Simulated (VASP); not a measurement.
VASP input:

INCAR:
```
# general
SYSTEM = KCl
PREC   = Accurate
ENCUT  = 520   # plane-wave cut-off (eV)
LREAL  = .False.   # projection in real space or not
LASPH  = .True.

# electronic loop
EDIFF  = 1E-7   # SCF stop (eV)
NELM   = 100
ALGO   = Normal

# smearing
ISMEAR = -5   # tetrahedra, Bloechl

# functional
GGA    = PE
IVDW   = 13   # D4

# ions
ISIF   = 2   # forces and stress, cell fixed

# output
LWAVE  = .False.
LCHARG = .True.
LORBIT = 11   # lm-projected
NEDOS  = 601   # DOS grid
```

### KPOINTS
```
Automatic
0
Gamma
  8 8 8
```

File POSCAR:
```
KCl
1
    0.0000000000     3.1549355850     3.1549355850
    3.1549355850     0.0000000000     3.1549355850
    3.1549355850     3.1549355850     0.0000000000
K Cl
1 1
Direct
  0.0000000000   0.0000000000   0.0000000000
  0.5000000000   0.5000000000   0.5000000000
```

POTCAR, in this order: K_sv Cl (PBE.64 set). Program: vasp_std.

**Question.** Translate this PBE-D4 calculation to Ansatz.

**Answer.** One equivalent input (not run):
Ansatz 0.2 input:
```yaml
crystal:
  lattice:
    - [0.0000000, 3.1549356, 3.1549356]
    - [3.1549356, 0.0000000, 3.1549356]
    - [3.1549356, 3.1549356, 0.0000000]
  atoms:
    - { symbol: K, position: [0.0000000, 0.0000000, 0.0000000] }
    - { symbol: Cl, position: [0.5000000, 0.5000000, 0.5000000] }
kpoints:
  mp_grid: { grid: [8, 8, 8] }
hamiltonian:
  xc: pbe
  dispersion: d4
  pseudopotentials: { kind: paw }
scf:
  occupations: { method: tetrahedron }
  max_iter: 100
output: { forces: true, stress: true, eigenvalues: true }
```
What does not carry over: each code has its own PAW files, so the cut-off isn't converted (ENCUT is set for VASP's; basis.ecutwfc is left out, and Ansatz then takes the one that its files recommend); Ansatz stops its SCF on the density residual and VASP on the energy change (EDIFF).

The compound is KCl in the rock salt structure. It was relaxed first.
